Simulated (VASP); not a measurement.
Input:

```
CELL_PARAMETERS angstrom
      1.78404    -3.09005     0.00000
      1.78404     3.09005     0.00000
      0.00000     0.00000     5.45315
ATOMIC_POSITIONS crystal
  Ho 0.33333 0.66667 0.25000
  Ho 0.66667 0.33333 0.75000
```

Level of theory: SCAN meta-GGA, VASP's PBE PAW potentials (set 64) (plane waves; VASP 6.6.1). Run with 520 eV cut-off, 13×13×8 Γ-centred mesh, tetrahedra with Blöchl corrections, potentials Ho_3.

The 4f electrons are frozen in the core of the lanthanide potential, so 4f levels, which can set the real gap, and their magnetism are missing.

Give the energies of bands 7 to 12 at the high-symmetry points, in eV from the Fermi level.

```json
[
 {"band": "7", "Γ": "-5.69", "M": "-2.14", "K": "-0.94", "A": "-3.87", "L": "-2.09", "H": "-0.61"},
 {"band": "8", "Γ": "-2.32", "M": "-1.51", "K": "-0.87", "A": "-3.87", "L": "-2.09", "H": "-0.61"},
 {"band": "9", "Γ": "1.44", "M": "-0.96", "K": "-0.87", "A": "1.23", "L": "0.14", "H": "-0.46"},
 {"band": "10", "Γ": "2.01", "M": "-0.11", "K": "-0.52", "A": "1.23", "L": "0.14", "H": "-0.46"},
 {"band": "11", "Γ": "2.01", "M": "1.61", "K": "1.38", "A": "1.88", "L": "1.72", "H": "0.59"},
 {"band": "12", "Γ": "2.69", "M": "1.87", "K": "1.38", "A": "1.88", "L": "1.72", "H": "0.59"}
]
```

It has no gap at this level: it comes out as a metal or semimetal.

The compound is Ho in the hcp structure. It was relaxed first.
